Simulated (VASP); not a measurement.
All values below come from TPSS meta-GGA, VASP's PBE PAW potentials (set 64) (plane waves; VASP 6.6.1).

A VASP calculation is set up with these files.

**KPOINTS**
```
Automatic mesh
0
Gamma
9 9 9
0 0 0
```

### POSCAR
```
Sr
1
    0.0000000000     3.0400000000     3.0400000000
    3.0400000000     0.0000000000     3.0400000000
    3.0400000000     3.0400000000     0.0000000000
Sr
1
Direct
  0.0000000000   0.0000000000   0.0000000000
```

### INCAR
```
! general
SYSTEM =Sr
PREC   =Accurate
ENCUT  =520   ! plane-wave cut-off (eV)
LREAL  =.FALSE.   ! projection in real space or not
LASPH  =.TRUE.   ! aspherical one-centre terms

! electronic loop
EDIFF  =1E-6
NELM   =100   ! most electronic steps
ALGO   =Normal   ! blocked Davidson
LMAXMIX=4   ! l cut-off of mixed one-centre charges
LMIXTAU=.TRUE.

! smearing
ISMEAR =1   ! Methfessel-Paxton
SIGMA  =0.1

! functional
METAGGA=TPSS

! ions
IBRION =2   ! conjugate gradients
NSW    =60   ! most ionic steps
ISIF   =3
EDIFFG =-0.01   ! ionic stop

! output
LWAVE  =.FALSE.
LCHARG =.FALSE.
```

POTCAR, in this order: Sr_sv (PBE.64 set). Program: vasp_std.

Energy and stress use the plane-wave basis of the starting cell.

Estimate the energy per atom (σ→0), volume per atom.

- energy per atom (σ→0): -10.294 eV/atom
- volume per atom: 54.56 Å^3/atom

**OSZICAR**
```
...
DAV:   4    -0.102941214621E+02   -0.16045E-03   -0.92976E-05   643   0.102E-01    0.477E-02
DAV:   5    -0.102941056219E+02    0.15840E-04   -0.15442E-04   664   0.142E-01    0.297E-02
DAV:   6    -0.102941746149E+02   -0.68993E-04   -0.33648E-05  1003   0.429E-02    0.142E-02
DAV:   7    -0.102941788737E+02   -0.42589E-05   -0.45534E-06   745   0.132E-02    0.120E-02
DAV:   8    -0.102941828263E+02   -0.39526E-05   -0.50111E-07   326   0.958E-03    0.942E-03
DAV:   9    -0.102941871427E+02   -0.43164E-05   -0.27571E-06   662   0.114E-02    0.425E-03
DAV:  10    -0.102941866538E+02    0.48884E-06   -0.63132E-07   320   0.808E-03
   4 F= -.10294187E+02 E0= -.10294132E+02  d E =-.163848E-02
```

The compound is Sr in the fcc structure. This run relaxes it. Symmetry was kept, so distortions that lower it aren't found.
